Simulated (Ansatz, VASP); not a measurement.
## CuSi in VASP and in Ansatz

```xyz
2
Lattice="0.0000 2.4340 2.4340 2.4340 0.0000 2.4340 2.4340 2.4340 0.0000" Properties=species:S:1:pos:R:3 pbc="T T T"
Si    0.0000    0.0000    0.0000
Cu    1.2170    1.2170    1.2170
```

Change from the starting cell: species swapped into the ZnS type (F-43m, No. 216).

Alike in both runs: task relaxation of cell and atoms; functional PBE; k mesh 6 × 6 × 6; occupations gaussian, width 0.1 eV; no spin polarisation.

|  | VASP | Ansatz |
| --- | --- | --- |
| version | VASP 6.6.1 | Ansatz 0.2.0 |
| potentials or method | VASP PAW PBE potentials, release 64 (Si, Cu) | scalar-relativistic, plane waves, PAW |
| plane-wave cutoff (eV) | 600 | 420 |
| valence electrons in the cell | 15 | 23 |

VASP gave:

```
gap on the k mesh at the Fermi level, each at its own relaxed structure (eV) : none
relaxed volume (Å³/atom)                                                     : 18.85
relaxed cell length with the largest relative difference (Å)                 : 3.764
energy change over the relaxation (meV/atom)                                 : -392
```

**Question.** Which values does Ansatz return?

**Answer.** gap on the k mesh at the Fermi level, each at its own relaxed structure (eV): none; relaxed volume (Å³/atom): 18.83; relaxed cell length with the largest relative difference (Å): 3.762; energy change over the relaxation (meV/atom): -387.

A gap of «none» marks a metal or a gap that the smearing closes. The two sets of potentials don't hold the same shells in valence.

Caveats: the k mesh is coarse (spacing up to 0.37 Å⁻¹), so the values aren't converged; the volume moved by over 15 % at a fixed basis, so the end points are rough (VASP).
